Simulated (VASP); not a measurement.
# ScIr3C (Pm-3m) in VASP: single point with PBE

Aim: the single point of ScIr3C with PBE.

Everything below comes from runs of VASP 6.6.1. Logs are shortened: lines on timing, memory, paths and dates and some standing lists are left out, and cuts for length are marked.

## (1) Starting point

The structure is cubic, space group Pm-3m (No. 221). The conventional cell has a = 4.685 Å, b = 4.685 Å, c = 4.685 Å, α = 90.00°, β = 90.00°, γ = 90.00°. Around Sc (site symmetry m-3m) lie 6 Ir at 2.34 Å. Around Ir (site symmetry 4/mmm) lie 2 Sc at 2.34 Å. Around C (site symmetry m-3m) lie 12 Ir at 3.31 Å.

The cell comes from a database or a generator and needn't be the stable form of this composition.

## (2) Single point, PBE

INCAR reads:

```
SYSTEM = ScIr3C
ALGO = Fast
EDIFF = 1E-7
ENCUT = 520
GGA = PE
ISIF = 2
ISMEAR = -1
LASPH = .TRUE.
LCHARG = .TRUE.
LELF = .TRUE.
LREAL = .FALSE.
LVHAR = .TRUE.
LWAVE = .FALSE.
NBANDS = 29
NELM = 100
PREC = Accurate
SIGMA = 0.1
```

KPOINTS reads:

```
k-points
0
G
  5 5 5
  0 0 0
```

POSCAR reads:

```
ScIr3C
1.0
    4.6851400000      0.0000000000      0.0000000000
    0.0000000000      4.6851400000      0.0000000000
    0.0000000000      0.0000000000      4.6851400000
Sc Ir C
1 3 1
Direct
    0.0000000000      0.0000000000      0.0000000000
    0.5000000000      0.0000000000      0.0000000000
    0.0000000000      0.5000000000      0.0000000000
    0.0000000000      0.0000000000      0.5000000000
    0.5000000000      0.5000000000      0.5000000000
```

Potentials or basis: VASP PAW PBE potentials, release 64 (Sc_sv, Ir, C).

The run is started by

```
cat potpaw_PBE.64/Sc_sv/POTCAR potpaw_PBE.64/Ir/POTCAR potpaw_PBE.64/C/POTCAR > POTCAR
mpirun -np 1 vasp_std > vasp.out
```

OUTCAR:

```text
SYSTEM = ScIr3C
   EDIFF = 1E-7
   ENCUT = 520
   GGA = PE
   ISIF = 2
   ISMEAR = -1
   LASPH = .TRUE.
   LREAL = .FALSE.
   NELM = 100
   PREC = Accurate

 ion  position               nearest neighbor table
   1  0.000  0.000  0.000-   2 2.34   3 2.34   4 2.34   4 2.34   3 2.34   2 2.34
   2  0.500  0.000  0.000-   1 2.34   1 2.34   4 3.31   4 3.31   3 3.31   3 3.31   3 3.31   4 3.31
                             4 3.31   3 3.31
   3  0.000  0.500  0.000-   1 2.34   1 2.34   4 3.31   4 3.31   2 3.31   2 3.31   4 3.31   4 3.31
                             2 3.31   2 3.31
   4  0.000  0.000  0.500-   1 2.34   1 2.34   3 3.31   2 3.31   2 3.31   3 3.31   3 3.31   3 3.31
                             2 3.31   2 3.31
   5  0.500  0.500  0.500-

  LATTYP: Found a simple cubic cell.
 ALAT       =     4.6851400000

  Lattice vectors:

 A1 = (   4.6851400000,   0.0000000000,   0.0000000000)
 A2 = (   0.0000000000,   4.6851400000,   0.0000000000)
 A3 = (   0.0000000000,   0.0000000000,   4.6851400000)

Analysis of symmetry for initial positions (statically):
=====================================================================
 Subroutine PRICEL returns:
 Original cell was already a primitive cell.

 Routine SETGRP: Setting up the symmetry group for a
 simple cubic supercell.

 Subroutine GETGRP returns: Found 48 space group operations
 (whereof 48 operations were pure point group operations)
 out of a pool of 48 trial point group operations.

The static configuration has the point symmetry O_h .

Analysis of symmetry for dynamics (positions and initial velocities):
=====================================================================
 Subroutine PRICEL returns:
 Original cell was already a primitive cell.

 Routine SETGRP: Setting up the symmetry group for a
 simple cubic supercell.

 Subroutine GETGRP returns: Found 48 space group operations
 (whereof 48 operations were pure point group operations)
 out of a pool of 48 trial point group operations.

The dynamic configuration has the point symmetry O_h .

 Subroutine INISYM returns: Found 48 space group operations
 (whereof 48 operations are pure point group operations),
 and found     1 'primitive' translations

----------------------------------------------------------------------------------------

                                     Primitive cell

  volume of cell :     102.8413

  direct lattice vectors                    reciprocal lattice vectors
     4.685140000  0.000000000  0.000000000     0.213440794  0.000000000  0.000000000
     0.000000000  4.685140000  0.000000000     0.000000000  0.213440794  0.000000000
     0.000000000  0.000000000  4.685140000     0.000000000  0.000000000  0.213440794

  length of vectors
     4.685140000  4.685140000  4.685140000     0.213440794  0.213440794  0.213440794

  position of ions in fractional coordinates (direct lattice)
     0.000000000  0.000000000  0.000000000
     0.500000000  0.000000000  0.000000000
     0.000000000  0.500000000  0.000000000
     0.000000000  0.000000000  0.500000000
     0.500000000  0.500000000  0.500000000

  ion indices of the primitive-cell ions
   primitive index   ion index
                 1           1
                 2           2
                 3           3
                 4           4
                 5           5

----------------------------------------------------------------------------------------

 KPOINTS: k-points

Automatic generation of k-mesh.
 Grid dimensions read from file:
 generate k-points for:    5    5    5

 Generating k-lattice:

  Cartesian coordinates                     Fractional coordinates (reciprocal lattice)
     0.042688159  0.000000000  0.000000000     0.200000000  0.000000000  0.000000000
     0.000000000  0.042688159  0.000000000     0.000000000  0.200000000  0.000000000
     0.000000000  0.000000000  0.042688159     0.000000000  0.000000000  0.200000000

  Length of vectors
     0.042688159  0.042688159  0.042688159

  Shift w.r.t. Gamma in fractional coordinates (k-lattice)
     0.000000000  0.000000000  0.000000000

 Subroutine IBZKPT returns following result:
 ===========================================

 Found     10 irreducible k-points:

 Following reciprocal coordinates:
            Coordinates               Weight
  0.000000  0.000000  0.000000      1.000000
  0.200000  0.000000  0.000000      6.000000
  0.400000  0.000000  0.000000      6.000000
  0.200000  0.200000  0.000000     12.000000
  0.400000  0.200000  0.000000     24.000000
  0.400000  0.400000  0.000000     12.000000
  0.200000  0.200000  0.200000      8.000000
  0.400000  0.200000  0.200000     24.000000
  0.400000  0.400000  0.200000     24.000000
  0.400000  0.400000  0.400000      8.000000
   k-points           NKPTS =     10   k-points in BZ     NKDIM =     10   number of bands    NBANDS=     29
   number of dos      NEDOS =    301   number of ions     NIONS =      5
   total plane-waves  NPLWV =  46656
   dimension x,y,z NGX =    36 NGY =   36 NGZ =   36
   dimension x,y,z NGXF=    72 NGYF=   72 NGZF=   72
   ions per type =               1   3   1
   NGX,Y,Z   is equivalent  to a cutoff of  12.77, 12.77, 12.77 a.u.
   NGXF,Y,Z  is equivalent  to a cutoff of  25.55, 25.55, 25.55 a.u.
 SYSTEM =  ScIr3C
   PREC   = accura    normal or accurate (medium, high low for compatibility)
   ISTART =      0    job   : 0-new  1-cont  2-samecut
   ICHARG =      2    charge: 1-file 2-atom 10-const
   ISPIN  =      1    spin polarized calculation?
   LNONCOLLINEAR =      F non collinear calculations
   LSORBIT =      F    spin-orbit coupling
   LASPH  =      T    aspherical Exc in radial PAW
   ENCUT  =  520.0 eV  38.22 Ry    6.18 a.u.   8.71  8.71  8.71*2*pi/ulx,y,z
   NELM   =    100;   NELMIN=  2; NELMDL= -5     # of ELM steps
   EDIFF  = 0.1E-06   stopping-criterion for ELM
   LREAL  =      F    real-space projection
   EDIFFG = 0.1E-05   stopping-criterion for IOM
   NSW    =      0    number of steps for IOM
   IBRION =     -1    ionic relax: 0-MD 1-quasi-New 2-CG
   NFREE  =      0    steps in history (QN), initial steepest desc. (CG)
   ISIF   =      2    stress and relaxation
   ISYM   =      2    0-nonsym 1-usesym 2-fastsym
   POTIM  = 0.5000    time-step for ionic-motion
   TEBEG  =    0.0;   TEEND  =   0.0 temperature during run
   PSTRESS=    0.0 pullay stress
   NELECT =      42.0000    total number of electrons
   NUPDOWN=      -1.0000    fix difference up-down
   EMIN   =  10.00;   EMAX   =-10.00  energy-range for DOS
   EFERMI =   0.00;   METHOD = LEGACY
   ISMEAR =    -1;   SIGMA  =   0.10  broadening in eV -4-tet -1-fermi 0-gaus
   EFERMI_NEDOS =   21; number of points for ismear=-14 and -15
   IALGO  =     68    algorithm
   IMIX   =      4    mixing-type and parameters
     AMIX     =   0.40;   BMIX     =  1.00
     AMIX_MAG =   1.60;   BMIX_MAG =  1.00
  volume/ion in A,a.u.               =      20.57       138.80
  Fermi-wavevector in a.u.,A,eV,Ry     =   1.214606  2.295272 20.072230  1.475267
  Thomas-Fermi vector in A             =   2.350020
   LORBIT       =      0    0 simple, 1 ext, 2 COOP (PROOUT), +10 PAW based schemes
   GGA     = PE    functional components
   LHFCALC =     F    Hartree Fock is set to
   AEXX    =    0.0000 exact exchange contribution
   IVDW    =     0    specifies the selected vdW correction
   LEPSILON=     F    determine dielectric tensor
   LRPA    =     F    only Hartree local field effects (RPA)
 non-spin polarized calculation
 RMM-DIIS sequential band-by-band and
  energy-cutoff  :      520.00
  volume of cell :      102.84
 maximum number of plane-waves:      2789
 NGX is ok and might be reduce to    36
   NGX = 17   NGY = 17   NGZ = 17

 number of electron      41.9999986 magnetization

 Free energy of the ion-electron system (eV)
  ---------------------------------------------------
  ext. energy  EPLUGINS =         0.00000000
  ---------------------------------------------------
  free energy    TOTEN  =       -27.36238701 eV

  energy without entropy =      -27.12726708  energy(sigma->0) =      -27.24482705

 E-fermi :   3.1655     XC(G=0): -10.6504

 val. band max:        3.0715326854   @ k =   0.2000   0.2000   0.0000
 cond. band min:       3.2010983944   @ k =   0.4000   0.2000   0.2000
 fundamental gap:      0.1295657089
 Fermi energy:         3.1655153468

 k-point     1 :       0.0000    0.0000    0.0000
  band No.  band energies     occupation
      1     -44.1767      2.00000
      2     -23.0014      2.00000
      3     -23.0014      2.00000
      4     -23.0014      2.00000
      5      -5.8770      2.00000
      6      -1.4497      2.00000
[... 21 lines left out ...]
     28       7.4906      0.00000
     29       7.4906      0.00000

 k-point     2 :       0.2000    0.0000    0.0000
  band No.  band energies     occupation
      1     -44.1698      2.00000
      2     -23.0686      2.00000
      3     -23.0037      2.00000
      4     -23.0037      2.00000
      5      -5.7863      2.00000
      6      -1.3805      2.00000
[... 21 lines left out ...]
     28       7.5901      0.00000
     29       7.6843      0.00000

 k-point     3 :       0.4000    0.0000    0.0000
  band No.  band energies     occupation
      1     -44.1585      2.00000
      2     -23.1755      2.00000
      3     -23.0074      2.00000
      4     -23.0074      2.00000
      5      -5.6279      2.00000
      6      -1.4807      2.00000
[... 21 lines left out ...]
     28       7.9166      0.00000
     29       8.0495      0.00000

 k-point     4 :       0.2000    0.2000    0.0000
  band No.  band energies     occupation
      1     -44.1628      2.00000
      2     -23.0710      2.00000
      3     -23.0708      2.00000
      4     -23.0060      2.00000
      5      -5.7127      2.00000
      6      -1.2485      2.00000
[... 149 lines left out ...]
     28       7.1681      0.00000
     29       7.1840      0.00000

 k-point     9 :       0.4000    0.4000    0.2000
  band No.  band energies     occupation
      1     -44.1334      2.00000
      2     -23.1841      2.00000
      3     -23.1840      2.00000
      4     -23.0807      2.00000
      5      -5.5104      2.00000
      6      -0.4856      2.00000
[... 21 lines left out ...]
     28       6.5986      0.00000
     29       6.6881      0.00000

 k-point    10 :       0.4000    0.4000    0.4000
  band No.  band energies     occupation
      1     -44.1222      2.00000
      2     -23.1879      2.00000
      3     -23.1878      2.00000
      4     -23.1878      2.00000
      5      -5.4974      2.00000
      6      -0.2275      2.00000
[... 21 lines left out ...]
     28       5.8169      0.00000
     29       5.8225      0.00000

------------------------ aborting loop because EDIFF is reached ----------------------------------------

  FORCE on cell =-STRESS in cart. coord.  units (eV):
  Direction    XX          YY          ZZ          XY          YZ          ZX
  --------------------------------------------------------------------------------------
  -------------------------------------------------------------------------------------
  Total       -0.1032275     -0.1032275     -0.1032275     -0.0000000      0.0000000      0.0000000
  in kB       -1.6081936     -1.6081936     -1.6081936     -0.0000000      0.0000000      0.0000000
  external PRESSURE =      -1.6081936 kB  Pullay stress =       0.0000000 kB

 VOLUME and BASIS-vectors are now :
 -----------------------------------------------------------------------------
  energy-cutoff  :      520.00
  volume of cell :      102.84
      direct lattice vectors                 reciprocal lattice vectors
     4.685140000  0.000000000  0.000000000     0.213440794  0.000000000  0.000000000
     0.000000000  4.685140000  0.000000000     0.000000000  0.213440794  0.000000000
     0.000000000  0.000000000  4.685140000     0.000000000  0.000000000  0.213440794

 POSITION                                       TOTAL-FORCE (eV/Angst)
 -----------------------------------------------------------------------------------
      0.00000      0.00000      0.00000         0.000000      0.000000      0.000000
      2.34257      0.00000      0.00000         0.000000      0.000000      0.000000
      0.00000      2.34257      0.00000         0.000000      0.000000      0.000000
      0.00000      0.00000      2.34257         0.000000      0.000000      0.000000
      2.34257      2.34257      2.34257         0.000000      0.000000      0.000000
 -----------------------------------------------------------------------------------
    total drift:                                0.000000      0.000000     -0.000000

  FREE ENERGIE OF THE ION-ELECTRON SYSTEM (eV)
  ---------------------------------------------------
  free  energy   TOTEN  =       -27.3623870143 eV

  energy  without entropy=      -27.1272670792  energy(sigma->0) =      -27.24482705
```

Wall time 19 s (1 thread of Intel Xeon 6975P-C (Granite Rapids), shared host); peak memory 0.21 GiB.

Results:

```yaml
Free_energy: -27.3624 eV
Pressure: -0.2 GPa
Band_gap_on_the_k_mesh: none (metal or under the smearing width)
```

Levels at points of the mesh, in eV from the Fermi level:
```csv
k point,band 18,band 19,band 20,band 21,band 22,band 23,band 24,band 25
"(0.00, 0.00, 0.00)",-0.61,-0.61,-0.61,0.19,0.19,0.19,0.42,2.57
```

Spin-orbit coupling is left out, which matters for the levels of Ir.
